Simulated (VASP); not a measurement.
The system is Ta2Bi2O.

```
CELL_PARAMETERS angstrom
-2.12496 2.12496 5.73276
2.12496 -2.12496 5.73276
2.12496 2.12496 -5.73276
ATOMIC_POSITIONS crystal
Ta 0.62085 0.62085 0.00000
Ta 0.37915 0.37915 0.00000
Bi 0.75000 0.25000 0.50000
Bi 0.25000 0.75000 0.50000
O 0.00000 0.00000 0.00000
```

The cell was built by a generator and needn't be a form met in nature.

```yaml
Program: VASP 6.6.1
Task: relaxation of cell and atoms
Functional: PBE
Potentials_or_basis: VASP PAW PBE potentials, release 64 (Ta_pv, Bi_d, O)
Cutoff: 520 eV
k_mesh: 5 × 5 × 5
Occupations: gaussian, width 0.15 eV
Spin: no spin polarisation
```

At the start: pressure 34.9 GPa; volume 20.71 Å³/atom.

Q: Where does the relaxation end?

A: Over 9 steps the energy falls by 698.6 meV/atom and the volume is 25.44 Å³/atom (+22.8 %); space group I4/mmm (No. 139, to 0.05 Å).

Step by step:
```tsv
step	energy change (eV)	largest force (eV/Å)	pressure (GPa)	volume (Å³)
1	0.0000	8.2317	34.93	103.54
2	0.3669	2.6528	-10.92	186.76
3	-3.4218	0.1529	-3.27	133.57
4	-3.4649	0.1728	-1.99	130.95
5	-3.4754	0.4988	-0.73	128.64
6	-3.4755	0.4031	-0.85	129.17
7	-3.4884	0.0069	0.03	127.44
8	-3.4884	0.0474	-0.03	127.54
9	-3.4928	0.0455	-0.07	127.19
```

Final structure:
```xyz
5
Lattice="-2.2917 2.2917 6.0545 2.2917 -2.2917 6.0545 2.2917 2.2917 -6.0545" Properties=species:S:1:pos:R:3 pbc="T T T"
Ta    0.0000    0.0000    7.3106
Ta    2.2917    2.2917   -1.2561
Bi    0.0000    2.2917    3.0272
Bi    2.2917    0.0000    3.0272
O     0.0000    0.0000    0.0000
```

Caveat: the k mesh is coarse (spacing up to 0.42 Å⁻¹), so the values aren't converged; the volume moved by over 15 % at a fixed basis, so the end points are rough.
